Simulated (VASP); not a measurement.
Calculation: r2SCAN meta-GGA, VASP's PBE PAW potentials (set 64) (plane waves; VASP).

The input files of a VASP run:

**INCAR**
```
! general
SYSTEM  = Zn3CdS4
PREC    = Accurate
ENCUT   = 400   ! plane-wave cut-off (eV)
LREAL   = .False.   ! projection in real space or not
LASPH   = .True.   ! aspherical one-centre terms

! electronic loop
EDIFF   = 1E-7   ! SCF stop (eV)
NELM    = 100   ! most electronic steps
ALGO    = Normal   ! blocked Davidson
LMAXMIX = 4   ! l cut-off of mixed one-centre charges
LMIXTAU = .True.

! smearing
ISMEAR  = -5   ! tetrahedra, Bloechl

! functional
METAGGA = R2SCAN

! ions
ISIF    = 2   ! forces and stress, cell fixed

! output
LWAVE   = .False.
LCHARG  = .False.
LORBIT  = 11   ! lm-projected
NEDOS   = 601
```

### KPOINTS_OPT
```
k-points along high-symmetry lines
10
Line-mode
Reciprocal
  0.000000   0.000000   0.000000 ! GAMMA
  0.000000   0.500000   0.000000 ! X

  0.000000   0.500000   0.000000 ! X
  0.500000   0.500000   0.000000 ! M

  0.500000   0.500000   0.000000 ! M
  0.000000   0.000000   0.000000 ! GAMMA

  0.000000   0.000000   0.000000 ! GAMMA
  0.500000   0.500000   0.500000 ! R

  0.500000   0.500000   0.500000 ! R
  0.000000   0.500000   0.000000 ! X

  0.500000   0.500000   0.500000 ! R
  0.500000   0.500000   0.000000 ! M
```

File POSCAR:
```
Zn3CdS4
1
    5.5020272045     0.0000000000     0.0000000000
    0.0000000000     5.5020272045     0.0000000000
    0.0000000000     0.0000000000     5.5020272045
Zn Cd S
3 1 4
Direct
  0.0000000000   0.5000000000   0.5000000000
  0.5000000000   0.0000000000   0.5000000000
  0.5000000000   0.5000000000   0.0000000000
  0.0000000000   0.0000000000   0.0000000000
  0.2627408487   0.2627408487   0.2627408487
  0.2627408487   0.7372591513   0.7372591513
  0.7372591513   0.7372591513   0.2627408487
  0.7372591513   0.2627408487   0.7372591513
```

### KPOINTS
```
kpoints
0
Gamma
5 5 5
0 0 0
```

POTCAR, in this order: Zn Cd S (PBE.64 set). Program: vasp_std.

Output

**OSZICAR**
```
       N       E                     dE             d eps       ncg     rms          rms(c)
DAV:   1     0.487595375540E+03    0.48760E+03   -0.29913E+04   860   0.163E+03
DAV:   2    -0.322523162665E+02   -0.51985E+03   -0.50697E+03   884   0.405E+02
DAV:   3    -0.981151957030E+02   -0.65863E+02   -0.65258E+02   971   0.144E+02
DAV:   4    -0.100519364016E+03   -0.24042E+01   -0.23972E+01   992   0.274E+01
DAV:   5    -0.100559461700E+03   -0.40098E-01   -0.40078E-01   996   0.364E+00    0.154E+01
DAV:   6    -0.897736135263E+02    0.10786E+02   -0.91572E+00  1062   0.520E+01    0.143E+01
DAV:   7    -0.850819535385E+02    0.46917E+01   -0.28949E+00   910   0.142E+01    0.792E+00
DAV:   8    -0.881540626143E+02   -0.30721E+01   -0.23818E+00   880   0.736E+00    0.260E+00
DAV:   9    -0.860950891850E+02    0.20590E+01   -0.68431E-01   869   0.499E+00    0.144E+00
DAV:  10    -0.858628519318E+02    0.23224E+00   -0.22386E-01   869   0.302E+00    0.521E-01
DAV:  11    -0.861125163244E+02   -0.24966E+00   -0.15147E-01   863   0.243E+00    0.261E-01
DAV:  12    -0.861212862160E+02   -0.87699E-02   -0.10684E-02   956   0.599E-01    0.239E-01
DAV:  13    -0.861187092491E+02    0.25770E-02   -0.40024E-03  1067   0.481E-01    0.160E-01
DAV:  14    -0.861195643226E+02   -0.85507E-03   -0.58485E-03   878   0.525E-01    0.140E-01
DAV:  15    -0.861210135566E+02   -0.14492E-02   -0.65930E-04   948   0.182E-01    0.523E-02
DAV:  16    -0.861218602355E+02   -0.84668E-03   -0.34608E-04   896   0.104E-01    0.317E-02
DAV:  17    -0.861220289573E+02   -0.16872E-03   -0.20456E-04   878   0.939E-02    0.135E-02
DAV:  18    -0.861220413859E+02   -0.12429E-04   -0.12907E-05  1010   0.216E-02    0.928E-03
DAV:  19    -0.861220457362E+02   -0.43502E-05   -0.20972E-07   687   0.317E-03    0.942E-03
DAV:  20    -0.861220715080E+02   -0.25772E-04   -0.73845E-06   878   0.179E-02    0.129E-02
DAV:  21    -0.861220731380E+02   -0.16300E-05   -0.60038E-06  1038   0.124E-02    0.332E-02
DAV:  22    -0.861220727269E+02    0.41112E-06   -0.65877E-07   914   0.639E-03    0.312E-02
DAV:  23    -0.861220738829E+02   -0.11560E-05   -0.11742E-06   817   0.546E-03    0.260E-02
DAV:  24    -0.861220722312E+02    0.16516E-05   -0.96570E-07   923   0.473E-03    0.109E-02
DAV:  25    -0.861220720762E+02    0.15508E-06   -0.13892E-07   477   0.250E-03    0.877E-03
DAV:  26    -0.861220721975E+02   -0.12129E-06   -0.11004E-07   558   0.190E-03    0.699E-03
DAV:  27    -0.861220721917E+02    0.57553E-08   -0.60229E-08   457   0.119E-03
   1 F= -.86122072E+02 E0= -.86122072E+02  d E =0.000000E+00
       N       E                     dE             ncg
       N       E                     dE             ncg
       N       E                     dE             ncg
       N       E                     dE             ncg
       N       E                     dE             ncg
       N       E                     dE             ncg
```

**OUTCAR**
```
------------------------ aborting loop because EDIFF is reached ----------------------------------------
  FORCE on cell =-STRESS in cart. coord.  units (eV):
  Direction    XX          YY          ZZ          XY          YZ          ZX
  --------------------------------------------------------------------------------------
  Total        0.0796737      0.0796737      0.0796737     -0.0000000     -0.0000000      0.0000000
  in kB        0.7664035      0.7664035      0.7664035     -0.0000000     -0.0000000      0.0000000
  external PRESSURE =       0.7664035 kB  Pullay stress =       0.0000000 kB
  volume of cell :      166.56
      direct lattice vectors                 reciprocal lattice vectors
     5.502027205  0.000000000  0.000000000     0.181751191  0.000000000  0.000000000
     0.000000000  5.502027205  0.000000000     0.000000000  0.181751191  0.000000000
     0.000000000  0.000000000  5.502027205     0.000000000  0.000000000  0.181751191
 POSITION                                       TOTAL-FORCE (eV/Angst)
 -----------------------------------------------------------------------------------
      0.00000      2.75101      2.75101         0.000000      0.000000     -0.000000
      2.75101      0.00000      2.75101        -0.000000      0.000000     -0.000000
      2.75101      2.75101      0.00000         0.000000      0.000000     -0.000000
      0.00000      0.00000      0.00000         0.000000      0.000000     -0.000000
      1.44561      1.44561      1.44561         0.007043      0.007043      0.007043
      1.44561      4.05642      4.05642         0.007043     -0.007043     -0.007043
      4.05642      4.05642      1.44561        -0.007043     -0.007043      0.007043
      4.05642      1.44561      4.05642        -0.007043      0.007043     -0.007043
 -----------------------------------------------------------------------------------
    total drift:                                0.000000      0.000000      0.000000
  FREE ENERGIE OF THE ION-ELECTRON SYSTEM (eV)
  ---------------------------------------------------
  free  energy   TOTEN  =       -86.1220721917 eV

  energy  without entropy=      -86.1220721917  energy(sigma->0) =      -86.12207219

 total charge

# of ion       s       p       d       tot
------------------------------------------
    1        0.496   0.465   9.817  10.778
    2        0.496   0.465   9.817  10.778
    3        0.496   0.465   9.817  10.778
    4        0.419   0.346   9.574  10.339
    5        1.305   2.456   0.000   3.761
    6        1.305   2.456   0.000   3.761
    7        1.305   2.456   0.000   3.761
    8        1.305   2.456   0.000   3.761
--------------------------------------------------
tot          7.128  11.568  39.025  57.720
```
(Selected blocks of OUTCAR.)

OUTCAR:
```
 val. band max:        1.6738485773   @ k =   0.0000   0.0000   0.0000

 cond. band min:       3.9961928621   @ k =   0.0000   0.0000   0.0000


 Fermi energy:         1.6838859169

 k-point     1 :       0.0000    0.0000    0.0000
  band No.  band energies     occupation
      1     -11.8285      2.00000
      2     -10.7243      2.00000
      3     -10.7243      2.00000
      4     -10.7243      2.00000
      5      -5.9840      2.00000
      6      -5.9840      2.00000
      7      -5.9840      2.00000
      8      -5.9705      2.00000
      9      -5.9705      2.00000
     10      -4.7539      2.00000
     11      -4.6752      2.00000
     12      -4.6752      2.00000
     13      -4.6752      2.00000
     14      -4.5262      2.00000
     15      -4.5262      2.00000
     16      -4.4833      2.00000
     17      -4.4833      2.00000
     18      -4.4833      2.00000
     19      -4.2350      2.00000
     20      -4.2350      2.00000
     21      -4.2189      2.00000
     22      -4.1245      2.00000
     23      -4.1245      2.00000
     24      -4.1245      2.00000
     25      -3.0335      2.00000
     26      -3.0335      2.00000
     27      -2.4043      2.00000
     28      -0.5705      2.00000
     29      -0.5705      2.00000
     30      -0.5705      2.00000
     31      -0.4861      2.00000
     32      -0.4861      2.00000
     33      -0.4861      2.00000
     34       1.6738      2.00000
     35       1.6738      2.00000
     36       1.6738      2.00000
     37       3.9962      0.00000
     38       5.4615      0.00000
     39       5.4616      0.00000
     40       5.4616      0.00000
     41       5.9426      0.00000
     42       6.3837      0.00000
     43       6.3837      0.00000

 k-point     2 :       0.2000    0.0000    0.0000
  band No.  band energies     occupation
      1     -11.7390      2.00000
      2     -10.8383      2.00000
      3     -10.7237      2.00000
      4     -10.7237      2.00000
      5      -6.0422      2.00000
...
```

The structure comes from a computed database's Zn3CdS4 entry (P-43m); how it stands against other phases isn't given here. It was relaxed first.
